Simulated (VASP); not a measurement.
Input:

```
CELL_PARAMETERS angstrom
      0.00000     2.88507     2.88507
      2.88507     0.00000     2.88507
      2.88507     2.88507     0.00000
ATOMIC_POSITIONS crystal
  Na 0.25000 0.25000 0.25000
  Na 0.75000 0.75000 0.75000
  S  0.00000 0.00000 0.00000
```

Calculation: LDA (Ceperley-Alder, Perdew-Zunger), VASP's LDA PAW potentials (set 64) (plane waves; VASP 6.6.1). Numerical set-up: 500 eV cut-off, 7×7×7 Γ-centred mesh, Gaussian smearing of 0.050 eV, potentials Na_pv S.

Energy and stress use the plane-wave basis of the starting cell.

The ions, cell shape and volume at an external pressure of 30.0 GPa are relaxed. Which structure does the run end with?

```
CELL_PARAMETERS angstrom
      0.00000     2.81029     2.81029
      2.81029     0.00000     2.81029
      2.81029     2.81029     0.00000
ATOMIC_POSITIONS crystal
  Na 0.25000 0.25000 0.25000
  Na 0.75000 0.75000 0.75000
  S  0.00000 0.00000 0.00000
```
Space group Fm-3m (225), at a tolerance of 0.03 Å.

How do energy and volume change from the first to the last step?

The energy (σ→0) changes by +186.4 meV/atom and the volume by -7.6 %, in 3 ionic steps.

The compound is Na2S in the antifluorite structure. This run relaxes it under an external pressure of 30 GPa. Symmetry was kept, so distortions that lower it aren't found.
